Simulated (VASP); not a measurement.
Energy against volume of TiC (rock salt). Method: PW91 GGA, VASP's PBE PAW potentials (set 64) (plane waves; VASP). Run with 520 eV cut-off, 14×14×14 Γ-centred mesh, first-order Methfessel-Paxton smearing of 0.10 eV, potentials Ti_sv C.

```csv
V (Å³/atom),E (eV/atom)
9.577,-9.32799
9.883,-9.35224
10.188,-9.35988
10.494,-9.35323
```

### Question
Fit these four points and predict the energy of the run at 10.800 Å³/atom.

### Answer
A cubic in V^(−2/3), the third-order Birch-Murnaghan form, passes through the four points with V0 = 10.19 Å³/atom and B0 = 249 GPa, and gives -9.3342 eV/atom there. The run gave -9.3343 eV/atom, -0.1 meV/atom from the fit; all five points give B0 = 249 GPa.

The compound is TiC in the rock salt structure. It was relaxed first.
